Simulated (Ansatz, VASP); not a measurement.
# Cross-check of Si3N4 between VASP and Ansatz, part 2 of 3

Wanted: the spread between two codes on one cell, functional and k mesh. Of the first pair: The structure shown is frame 50 of Ansatz's trajectory.

VASP 6.6.1 and Ansatz 0.2.0.

So far. Step 4 (Comparison): The forces differ by 32 meV/Å r.m.s., which is 2.0 % of the r.m.s. force of 1.586 eV/Å (both taken over all components).

## 5. Ansatz: dynamics, PBEsol

Level of this step: Ansatz beside VASP: Kohn-Sham DFT, plane waves, PBEsol (Ansatz).

One frame of this run of dynamics is then solved in both programs, so the motion causes no difference.

The structure compared here is frame 40 of Ansatz's trajectory.

Contents of input.yaml:

```yaml
crystal:
  lattice:
    - [7.8404173681, 0.0, 0.0]
    - [0.0, 7.8404173681, 0.0]
    - [0.0, 0.0, 7.8404173681]
  atoms:
    - { symbol: Si, position: [0.7003064724, 0.903750555, 0.875884179] }
    - { symbol: Si, position: [0.2177710441, 0.499874156, 0.8551858016] }
    - { symbol: Si, position: [0.1982407557, 0.8456260698, 0.7974949266] }
    - { symbol: Si, position: [0.5319023769, 0.2234252303, 0.1986421885] }
    - { symbol: Si, position: [0.2226694088, 0.471720826, 0.5183260315] }
    - { symbol: Si, position: [0.4683059004, 0.6543793813, 0.2419217328] }
    - { symbol: Si, position: [0.1617496327, 0.5051954808, 0.1929803661] }
    - { symbol: Si, position: [0.8504271777, 0.7480402798, 0.4793294497] }
    - { symbol: Si, position: [0.6566715708, 0.0381852918, 0.5166370949] }
    - { symbol: Si, position: [0.1850699009, 1.170888462, 0.3047701397] }
    - { symbol: Si, position: [0.8918304728, 0.9009497473, 0.203184098] }
    - { symbol: Si, position: [0.4590180414, 0.1451148216, 0.6366054809] }
    - { symbol: Si, position: [0.9077837752, 0.1641535414, 0.904101853] }
    - { symbol: Si, position: [0.2516005891, -0.1113839819, 0.1079538111] }
    - { symbol: Si, position: [0.5725526005, 0.4674983515, 0.4944929291] }
    - { symbol: Si, position: [0.8068918458, 0.4350944304, 0.7535099533] }
    - { symbol: Si, position: [0.5366070217, 0.679272099, -0.0680220417] }
    - { symbol: Si, position: [0.8484620546, 0.4014989409, 0.2073931541] }
    - { symbol: "N", position: [0.7240250586, 0.8553047055, 0.6803308779] }
    - { symbol: "N", position: [-0.1043502069, 0.6881734903, 0.2585017183] }
    - { symbol: "N", position: [0.5649348797, 0.0763670446, 0.8800241411] }
    - { symbol: "N", position: [0.0291186994, 0.5456080702, 0.7165605042] }
    - { symbol: "N", position: [0.1799104767, 1.1738593499, 0.7340892255] }
    - { symbol: "N", position: [0.0867101972, 0.9905052703, 0.2540118882] }
    - { symbol: "N", position: [0.1235569955, 0.3707540197, 0.3821140109] }
    - { symbol: "N", position: [0.2105923033, 0.7264694438, 0.2155479726] }
    - { symbol: "N", position: [0.6896617379, 0.2776020335, 0.3736595314] }
    - { symbol: "N", position: [0.8779229659, 0.9706695684, 0.9840435263] }
    - { symbol: "N", position: [0.3190601556, 0.6714220885, -0.2158464002] }
    - { symbol: "N", position: [0.6790352359, 0.4599822338, -0.0619768141] }
    - { symbol: "N", position: [0.7143397885, 0.3505323761, 0.0586461601] }
    - { symbol: "N", position: [0.487842663, 0.6586922048, 0.4451128902] }
    - { symbol: "N", position: [0.1733595729, 0.351434329, 0.0275951064] }
    - { symbol: "N", position: [-0.0284157549, 0.565850739, 0.2103056901] }
    - { symbol: "N", position: [0.4217359066, 0.4307948021, 0.1741467976] }
    - { symbol: "N", position: [0.0870810619, 1.0646182276, 0.78055592] }
    - { symbol: "N", position: [0.3917778034, 0.1304653961, 0.3279546481] }
    - { symbol: "N", position: [0.4637013189, 0.3909028695, 0.7049951874] }
    - { symbol: "N", position: [0.0122096586, 0.2789948981, 0.0729196498] }
    - { symbol: "N", position: [0.7844237357, -0.0705645607, 0.409364284] }
    - { symbol: "N", position: [0.5077592173, 0.0596310132, 0.051713016] }
    - { symbol: "N", position: [0.7757444317, 0.5552069574, 0.5815420632] }
kpoints:
  mp_grid: { grid: [1, 1, 1] }
scf:
  occupations: { method: fermi_dirac, width: 0.1 }
  n_extra_bands: 27
hamiltonian:
  xc: pbesol
  pseudopotentials: { kind: paw }
output:
  forces: true
basis:
  ecutwfc: 320
md:
  timestep: 1.5
  n_steps: 120
  ensemble: nvt_langevin
  temperature: 1925
  seed: 2
```

Started as:

```console
$ ansatz run input.yaml --threads 8 --pin off --max-ram 40960MiB --backend cuda --events-out ev --progress --plain --runs-dir out
```

Numbers of over 12 decimals in the logs are rounded to 6 here.

Log:

```text
[...]
Crystal: 42 atoms, lattice volume = 481.967 Å³
Basis set: ecut = 320 eV, 6235 PW (Γ), exchange–correlation on 96×96×96 points (8 copies of the dense FFT grid, shifted against one another)
Bands: 123, of which v1, the nominal top of the filled ones, is band 96 counted from 1 (95 counted from 0)
Symmetry: 1 space group operations
k-points: 1
[...]
md step    28: t =    42.00 fs  T =  2198.2 K  F+E_penalty+E_count = -20265.84552690 eV  E_kin = 11.933956 eV  (9 SCF iters)
md step    33: t =    49.50 fs  T =  2049.5 K  F+E_penalty+E_count = -20266.01040576 eV  E_kin = 11.126637 eV  (8 SCF iters)
md step    38: t =    57.00 fs  T =  2152.9 K  F+E_penalty+E_count = -20267.01575983 eV  E_kin = 11.687889 eV  (9 SCF iters)
md step    43: t =    64.50 fs  T =  2066.5 K  F+E_penalty+E_count = -20267.55036550 eV  E_kin = 11.218619 eV  (9 SCF iters)
md step    47: t =    70.50 fs  T =  2020.2 K  F+E_penalty+E_count = -20267.95927722 eV  E_kin = 10.967483 eV  (9 SCF iters)
[...]
```

## 6. VASP: single point, PBEsol, pair 2

The same cell, functional, mesh and smearing now go to VASP, with its own data sets.

Contents of INCAR:

```
SYSTEM = Si3N4
PREC = Accurate
ENCUT = 520
EDIFF = 1E-06
NELM = 120
ISMEAR = -1
SIGMA = 0.1
LREAL = Auto
ALGO = Normal
GGA = PS
NBANDS = 128
LORBIT = 11
LWAVE = .FALSE.
LCHARG = .FALSE.
ISIF = 2
LASPH = .TRUE.
GGA_COMPAT = .FALSE.
EFERMI = MIDGAP
NCORE = 2
```

Contents of POSCAR:

```
Si3N4
1.0
    7.8404173681      0.0000000000      0.0000000000
    0.0000000000      7.8404173681      0.0000000000
    0.0000000000      0.0000000000      7.8404173681
Si N
18 24
Direct
    0.6599769830      0.8915592974      0.8482622401
    0.2576642167      0.4115249034      0.8639543894
    0.1996275104      0.7924899541      0.8306076953
    0.5022144632      0.2542730707      0.1828998295
    0.1986285840      0.4943489381      0.5238781059
    0.5178910521      0.6101080817      0.2029717202
    0.1636414160      0.5365144230      0.1862487584
    0.7405233328      0.7175102722      0.4819557203
    0.7046512629      0.1033598037      0.5354570813
    0.1985811376      0.1649730583      0.3788003700
    0.8917225540      0.9481147050      0.2006833216
    0.4027266473      0.1809528668      0.7122356806
    0.8868090401      0.1391882535      0.8625783147
    0.2828910625      0.9228028341      0.0877564252
    0.5845270455      0.4300572076      0.5072222323
    0.8859958181      0.4096375039      0.7310693718
    0.5671483789      0.6239393607      0.9365462352
    0.8635995614      0.3708564051      0.1839514317
    0.7527032966      0.8790632790      0.6333130963
    0.8804008823      0.7276856234      0.2901893985
    0.4658198446      0.0340201277      0.8764959411
    0.0892078785      0.5180728027      0.7192316091
    0.1662290333      0.1464024908      0.6811716455
    0.1098944048      0.0324053708      0.2094635940
    0.1206706168      0.3658479983      0.3726240406
    0.3073350419      0.6968718301      0.1622192978
    0.6887107850      0.3492013080      0.3102653706
    0.8113282369      0.9543697291      0.9912854935
    0.3724765995      0.6427192283      0.8467825189
    0.7116626243      0.4460193681      0.9088736012
    0.6756951513      0.3248046476      0.0336247406
    0.5238399701      0.6441970833      0.4201666627
    0.1240865064      0.3653118024      0.0280380482
    0.9479999621      0.5975281391      0.1977895981
    0.3945284868      0.4496638169      0.1012520077
    0.0797971550      0.0297529610      0.7696682098
    0.3949614994      0.1263381723      0.3467232511
    0.4078354314      0.3742946150      0.6125296364
    0.9730168701      0.2904166823      0.0141307528
    0.7710433917      0.0416639810      0.3412035195
    0.4653170652      0.0796744575      0.0552894036
    0.7712051178      0.5131649007      0.5935295000
```

Contents of KPOINTS:

```
Automatic mesh
0
Gamma
1 1 1
0 0 0
```

The projector-augmented-wave data sets are Si and N (PBE family, release 64).

Started as:

```console
$ mpirun -np 8 vasp_gam
```

Log:

```text
[banner, memory and clock lines left out]
running    8 mpi-ranks, on    1 nodes
[...]
[... a notice as in an earlier step ...]

 LDA part: xc-table for (Slater+PW92), standard interpolation
 POSCAR, INCAR and KPOINTS ok, starting setup
[...]
entering main loop
       N       E                     dE             d eps       ncg     rms          rms(c)
DAV:   1     0.145348414734E+04    0.14535E+04   -0.10592E+05   256   0.146E+03
DAV:   2    -0.187674441966E+03   -0.16412E+04   -0.15489E+04   328   0.331E+02
DAV:   3    -0.345563038366E+03   -0.15789E+03   -0.15411E+03   320   0.104E+02
DAV:   4    -0.349953800544E+03   -0.43908E+01   -0.43501E+01   304   0.187E+01
[...]
DAV:  19    -0.310765197053E+03   -0.32091E-05   -0.45044E-06   280   0.652E-03    0.457E-03
DAV:  20    -0.310765198633E+03   -0.15801E-05   -0.15236E-06   208   0.369E-03    0.245E-03
DAV:  21    -0.310765199414E+03   -0.78098E-06   -0.74847E-07   208   0.227E-03
   1 F= -.31076520E+03 E0= -.31052998E+03  d E =-.470429E+00
```

OUTCAR, selected parts (step 6):

```text
  Total       -3.3741366    -14.8198860      5.5984393     -4.8640328      2.0130546      1.8341434
  in kB      -11.2164571    -49.2649334     18.6105845    -16.1692370      6.6918868      6.0971424
  external PRESSURE =     -13.9569353 kB  Pullay stress =       0.0000000 kB

 POSITION                                       TOTAL-FORCE (eV/Angst)
 -----------------------------------------------------------------------------------
      5.17450      6.99020      6.65073        -0.126170     -1.104092     -1.005884
      2.02019      3.22653      6.77376         1.970749      2.396003     -0.256057
      1.56516      6.21345      6.51231         0.603445     -0.165107     -0.061061
      3.93757      1.99361      1.43401         0.275925      0.153726     -0.004686
      1.55733      3.87590      4.10742         2.058580      0.971497      1.840173
      4.06048      4.78350      1.59138        -2.317032      1.105272      2.674674
      1.28302      4.20650      1.46027         1.601818     -1.843298     -0.204608
      5.80601      5.62558      3.77873        -0.260951     -0.652318     -0.180872
      5.52476      0.81038      4.19821         0.113671     -2.284638     -0.567731
      1.55696      1.29346      2.96995        -2.736480     -2.016134     -1.165571
      6.99148      7.43362      1.57344         1.430094     -0.906227      0.323638
      3.15755      1.41875      5.58423        -1.102005     -0.968644      0.326648
      6.95295      1.09129      6.76297         1.309988     -1.755767      0.931068
      2.21798      7.23516      0.68805        -0.807359      1.004390      2.878339
[...]
-----------------------------------------------------------------------------------
    total drift:                                0.000276     -0.001255      0.002392

  FREE ENERGIE OF THE ION-ELECTRON SYSTEM (eV)
  ---------------------------------------------------
  free  energy   TOTEN  =      -310.7651994137 eV

  energy  without entropy=     -310.2947704656  energy(sigma->0) =     -310.52998494

[... 2 parts as in an earlier step ...]

[... 1 further part left out ...]
[key lines of the parts left out:]
E-fermi :   6.5092
```

The run ends at a pressure of -1.40 GPa, with forces up to 6.0 eV/Å.

## 7. Differences

Forces on 10 of the 42 atoms, those with the largest forces and the largest differences (eV/Å; atoms numbered as in POSCAR):

| atom | Ansatz x, y, z | VASP x, y, z |
| --- | --- | --- |
| Si6 | -2.341, 1.081, 2.652 | -2.317, 1.105, 2.675 |
| N20 | -0.678, 2.041, 0.836 | -0.658, 1.980, 0.778 |
| N26 | -1.063, 5.709, 1.563 | -1.104, 5.700, 1.556 |
| N27 | -3.567, 0.320, 2.099 | -3.566, 0.322, 2.072 |
| N31 | 3.206, -0.083, -2.282 | 3.192, -0.054, -2.339 |
| N33 | 1.382, 1.098, 0.350 | 1.327, 1.051, 0.316 |
| N34 | -0.132, -2.540, -1.298 | -0.155, -2.464, -1.228 |
| N35 | 0.668, -4.891, 1.692 | 0.660, -4.875, 1.663 |
| N37 | 3.868, 1.013, -0.110 | 3.928, 1.029, -0.078 |
| N41 | -3.100, -4.114, -0.631 | -3.107, -4.083, -0.650 |

The forces differ by 29 meV/Å r.m.s., which is 1.8 % of the r.m.s. force of 1.642 eV/Å (both taken over all components).

## 8. Ansatz: dynamics, PBEsol

One frame of this run of dynamics is then solved in both programs, so the motion causes no difference.

The structure compared here is frame 26 of Ansatz's trajectory.

Contents of input.yaml:

```yaml
crystal:
  lattice:
    - [7.8404173681, 0.0, 0.0]
    - [0.0, 7.8404173681, 0.0]
    - [0.0, 0.0, 7.8404173681]
  atoms:
    - { symbol: Si, position: [0.6756670902, 0.8838563498, 0.8177840856] }
    - { symbol: Si, position: [0.2783390474, 0.407935647, 0.9334312003] }
    - { symbol: Si, position: [0.2358475881, 0.7993599625, 0.8000289262] }
    - { symbol: Si, position: [0.5023482148, 0.1933012172, 0.1857872555] }
    - { symbol: Si, position: [0.1946353326, 0.4651309425, 0.562624008] }
    - { symbol: Si, position: [0.4673918313, 0.5884647842, 0.2308742684] }
    - { symbol: Si, position: [0.0986284323, 0.5274518957, 0.1864347165] }
    - { symbol: Si, position: [0.7116591191, 0.7023529339, 0.4615309097] }
    - { symbol: Si, position: [0.6026314618, 0.0444468345, 0.4812628267] }
    - { symbol: Si, position: [0.1558909778, 1.1531357757, 0.3814363988] }
    - { symbol: Si, position: [0.8467179091, 0.9338848363, 0.1696004443] }
    - { symbol: Si, position: [0.3639046123, 0.1997841996, 0.7180362875] }
    - { symbol: Si, position: [0.9877096933, 0.1521581265, 0.8823843437] }
    - { symbol: Si, position: [0.2780179902, -0.0979611951, 0.1646311321] }
    - { symbol: Si, position: [0.5782129234, 0.4605466583, 0.5156987873] }
    - { symbol: Si, position: [0.9261103702, 0.480606504, 0.7378422083] }
    - { symbol: Si, position: [0.5694657757, 0.6398161544, -0.0611939492] }
    - { symbol: Si, position: [0.7704025512, 0.3679033706, 0.151576049] }
    - { symbol: "N", position: [0.7311032705, 0.892788062, 0.5854996224] }
    - { symbol: "N", position: [-0.1524690844, 0.7267821851, 0.267062238] }
    - { symbol: "N", position: [0.4454872375, -0.0212579504, 0.8582131016] }
    - { symbol: "N", position: [0.1044161849, 0.6366805465, 0.6508741108] }
    - { symbol: "N", position: [0.1977933821, 1.1167016524, 0.6179977482] }
    - { symbol: "N", position: [0.0742248892, 1.0006289034, 0.2351903669] }
    - { symbol: "N", position: [0.0847073449, 0.3663627862, 0.3924965489] }
    - { symbol: "N", position: [0.2441867665, 0.7004736327, 0.1891887897] }
    - { symbol: "N", position: [0.5959224193, 0.3774431592, 0.3012560163] }
    - { symbol: "N", position: [0.8509766865, 0.9600137832, 0.9189905191] }
    - { symbol: "N", position: [0.3510631709, 0.6207860681, -0.1259828179] }
    - { symbol: "N", position: [0.6963559715, 0.483676441, -0.1232709505] }
    - { symbol: "N", position: [0.714488454, 0.309680572, -0.0743474585] }
    - { symbol: "N", position: [0.5063194828, 0.6567734185, 0.4343521739] }
    - { symbol: "N", position: [0.0446127844, 0.4785061086, -0.047370943] }
    - { symbol: "N", position: [-0.1234880137, 0.5596780154, 0.2008517479] }
    - { symbol: "N", position: [0.3150413161, 0.37043564, 0.1529892184] }
    - { symbol: "N", position: [0.1298209898, 1.0143417168, 0.7496310043] }
    - { symbol: "N", position: [0.3753265817, 0.0526518712, 0.323357419] }
    - { symbol: "N", position: [0.3956096288, 0.3735924565, 0.5931438615] }
    - { symbol: "N", position: [-0.01280789, 0.3161971241, 0.0689223992] }
    - { symbol: "N", position: [0.6779234092, 0.0559928463, 0.2579391733] }
    - { symbol: "N", position: [0.4481519654, -0.0204492224, 0.0451012094] }
    - { symbol: "N", position: [0.7904651529, 0.5054540578, 0.5538229739] }
kpoints:
  mp_grid: { grid: [1, 1, 1] }
scf:
  occupations: { method: fermi_dirac, width: 0.1 }
  n_extra_bands: 27
hamiltonian:
  xc: pbesol
  pseudopotentials: { kind: paw }
output:
  forces: true
basis:
  ecutwfc: 320
md:
  timestep: 1.5
  n_steps: 80
  ensemble: nvt_langevin
  temperature: 300
  seed: 2
```

Started as:

```console
$ ansatz run input.yaml --threads 8 --pin off --max-ram 40960MiB --backend cuda --events-out ev --progress --plain --runs-dir out
```

Log:

```text
[...]
Crystal: 42 atoms, lattice volume = 481.967 Å³
Basis set: ecut = 320 eV, 6235 PW (Γ), exchange–correlation on 96×96×96 points (8 copies of the dense FFT grid, shifted against one another)
Bands: 123, of which v1, the nominal top of the filled ones, is band 96 counted from 1 (95 counted from 0)
Symmetry: 1 space group operations
k-points: 1
[...]
md step    40: t =    60.00 fs  T =   754.4 K  F+E_penalty+E_count = -20276.87514121 eV  E_kin = 4.095559 eV  (11 SCF iters)
md step    45: t =    67.50 fs  T =   719.1 K  F+E_penalty+E_count = -20277.04149472 eV  E_kin = 3.904053 eV  (6 SCF iters)
md step    50: t =    75.00 fs  T =   642.1 K  F+E_penalty+E_count = -20276.86542204 eV  E_kin = 3.486126 eV  (9 SCF iters)
md step    53: t =    79.50 fs  T =   618.0 K  F+E_penalty+E_count = -20276.82846199 eV  E_kin = 3.355045 eV  (6 SCF iters)
[...]
```

(Part 2 of 3 ends here.)

[Lines on the potential files, build, host, timing and source positions are cut from VASP's logs without a mark.]

[Logs are printed without paths, hosts, clocks, repeated set-up lines and the standing remarks that a program may print on its own settings, such as how far it seeks lower states.]

[Hosts, paths, dates, database ids (printed as entryN), source tags and the programs' standing remarks are cut or masked in the printed files.]
